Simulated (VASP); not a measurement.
```yaml
crystal:
  lattice:
    - [0.00000, 2.71550, 2.71550]
    - [2.71550, 0.00000, 2.71550]
    - [2.71550, 2.71550, 0.00000]
  atoms:
    - { symbol: Si, position: [0.00000, 0.00000, 0.00000] }
    - { symbol: Si, position: [0.25000, 0.25000, 0.25000] }
```

Computed with G0W0 on PBE orbitals, VASP's PBE PAW potentials (set 64) (plane waves; VASP). Settings: PREC = Normal, 350 eV cut-off, 4×4×4 Γ-centred mesh, Gaussian smearing of 0.010 eV, potentials Si_GW.

The mesh is coarse and the basis finite, so the quasiparticle values are not converged.

NBANDS = 64, ENCUTGW = 150 eV, NOMEGA = 64. The PBE levels (eV) that the step starts from are:

```json
[
 {"state": "k1 (0.00, 0.00, 0.00), band 1", "KS energy": "-6.46", "filling": "2"},
 {"state": "k1 (0.00, 0.00, 0.00), band 2", "KS energy": "5.51", "filling": "2"},
 {"state": "k1 (0.00, 0.00, 0.00), band 3", "KS energy": "5.51", "filling": "2"},
 {"state": "k1 (0.00, 0.00, 0.00), band 4", "KS energy": "5.51", "filling": "2"},
 {"state": "k1 (0.00, 0.00, 0.00), band 5", "KS energy": "8.05", "filling": "0"},
 {"state": "k1 (0.00, 0.00, 0.00), band 6", "KS energy": "8.05", "filling": "0"},
 {"state": "k1 (0.00, 0.00, 0.00), band 7", "KS energy": "8.05", "filling": "0"},
 {"state": "k1 (0.00, 0.00, 0.00), band 8", "KS energy": "8.87", "filling": "0"},
 {"state": "k2 (0.25, 0.00, 0.00), band 1", "KS energy": "-5.66", "filling": "2"},
 {"state": "k2 (0.25, 0.00, 0.00), band 2", "KS energy": "1.57", "filling": "2"},
 {"state": "k2 (0.25, 0.00, 0.00), band 3", "KS energy": "4.74", "filling": "2"},
 {"state": "k2 (0.25, 0.00, 0.00), band 4", "KS energy": "4.74", "filling": "2"},
 {"state": "k2 (0.25, 0.00, 0.00), band 5", "KS energy": "7.52", "filling": "0"},
 {"state": "k2 (0.25, 0.00, 0.00), band 6", "KS energy": "8.99", "filling": "0"},
 {"state": "k2 (0.25, 0.00, 0.00), band 7", "KS energy": "8.99", "filling": "0"},
 {"state": "k2 (0.25, 0.00, 0.00), band 8", "KS energy": "12.42", "filling": "0"},
 {"state": "k6 (-0.25, 0.25, 0.00), band 1", "KS energy": "-4.42", "filling": "2"},
 {"state": "k6 (-0.25, 0.25, 0.00), band 2", "KS energy": "0.02", "filling": "2"},
 {"state": "k6 (-0.25, 0.25, 0.00), band 3", "KS energy": "1.74", "filling": "2"},
 {"state": "k6 (-0.25, 0.25, 0.00), band 4", "KS energy": "4.17", "filling": "2"},
 {"state": "k6 (-0.25, 0.25, 0.00), band 5", "KS energy": "7.94", "filling": "0"},
 {"state": "k6 (-0.25, 0.25, 0.00), band 6", "KS energy": "10.28", "filling": "0"},
 {"state": "k6 (-0.25, 0.25, 0.00), band 7", "KS energy": "10.64", "filling": "0"},
 {"state": "k6 (-0.25, 0.25, 0.00), band 8", "KS energy": "11.64", "filling": "0"}
]
```

### Question
Give the quasiparticle energies and renormalisation factors Z.

### Answer

```csv
state,QP energy (eV),Z
"k1 (0.00, 0.00, 0.00), band 1",-6.79,0.69
"k1 (0.00, 0.00, 0.00), band 2",5.18,0.76
"k1 (0.00, 0.00, 0.00), band 3",5.18,0.76
"k1 (0.00, 0.00, 0.00), band 4",5.18,0.76
"k1 (0.00, 0.00, 0.00), band 5",8.30,0.76
"k1 (0.00, 0.00, 0.00), band 6",8.30,0.76
"k1 (0.00, 0.00, 0.00), band 7",8.30,0.76
"k1 (0.00, 0.00, 0.00), band 8",9.24,0.75
"k2 (0.25, 0.00, 0.00), band 1",-5.98,0.66
"k2 (0.25, 0.00, 0.00), band 2",1.20,0.72
"k2 (0.25, 0.00, 0.00), band 3",4.40,0.75
"k2 (0.25, 0.00, 0.00), band 4",4.40,0.75
"k2 (0.25, 0.00, 0.00), band 5",7.75,0.76
"k2 (0.25, 0.00, 0.00), band 6",9.25,0.75
"k2 (0.25, 0.00, 0.00), band 7",9.25,0.75
"k2 (0.25, 0.00, 0.00), band 8",12.67,0.73
"k6 (-0.25, 0.25, 0.00), band 1",-4.76,0.69
"k6 (-0.25, 0.25, 0.00), band 2",-0.34,0.71
"k6 (-0.25, 0.25, 0.00), band 3",1.33,0.74
"k6 (-0.25, 0.25, 0.00), band 4",3.81,0.75
"k6 (-0.25, 0.25, 0.00), band 5",8.13,0.76
"k6 (-0.25, 0.25, 0.00), band 6",10.55,0.74
"k6 (-0.25, 0.25, 0.00), band 7",10.81,0.75
"k6 (-0.25, 0.25, 0.00), band 8",11.85,0.74
```
On the mesh the gap opens from 0.69 to 1.10 eV.

The compound is Si in the diamond structure. The cell was not relaxed at this level. The k-mesh is coarse (spacing up to 0.50 per Å, 2π included), so the numbers may not be converged in it.
